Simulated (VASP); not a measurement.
Runs of VASP 6.6.1 on SiSe. Symmetry: P-6m2, No. 187, hexagonal system. Conventional cell: a = 3.595 Å, b = 3.595 Å, c = 3.599 Å, α = 90.00°, β = 90.00°, γ = 120.00°. Around Si (site symmetry -6m2) lie 6 Se at 2.75 Å. Se (site symmetry -6m2) has 6 Si at 2.75 Å as nearest neighbours. The cell was built by a generator and needn't be a form met in nature.

```csv
task,level,cell,k mesh,cutoff (eV),smearing,k mesh for the DOS,occupations for the DOS,mesh quality,gap on the mesh (eV),pressure (GPa),relaxed volume (Å³/atom)
relaxation of cell and atoms,RPBE+D4,relaxed,9 × 9 × 7,600,fermi-dirac 0.05 eV,-,-,not flagged,none,0.0,21.19
relaxation of cell and atoms,RPBE,relaxed,9 × 9 × 7,600,fermi-dirac 0.05 eV,-,-,not flagged,none,0.0,20.77
relaxation of cell and atoms,RPBE+D3,relaxed,9 × 9 × 7,600,fermi-dirac 0.05 eV,-,-,not flagged,none,0.0,(b)
electron localisation function,PBE,as given,9 × 9 × 7,520,gaussian 0.02 eV,-,-,not flagged,none,0.5,-
relaxation of cell and atoms,RPBE+D3(BJ),relaxed,9 × 9 × 7,600,fermi-dirac 0.05 eV,-,-,not flagged,none,0.0,(a)
single point,PBE,as given,9 × 9 × 7,520,fermi-dirac 0.05 eV,-,-,not flagged,none,0.4,-
```

Alike in all rows: potentials or basis VASP PAW PBE potentials, release 64 (Si, Se); no spin polarisation.

Q: Fill in the values left out.

A: (a) 15.13; (b) 19.97.

Caveats: the PAW data sets were made with another functional, which shifts forces and pressure a little (some runs); pairwise dispersion overbinds metals, which lowers pressure and volume (some runs); the volume moved by over 15 % at a fixed basis, so the end points are rough (some runs).

A k mesh can miss the band edges, and the runs leave out spin-orbit coupling on Se.

A gap of «none» marks a metal or a gap under the smearing width.

Not every run made on this cell is shown here.
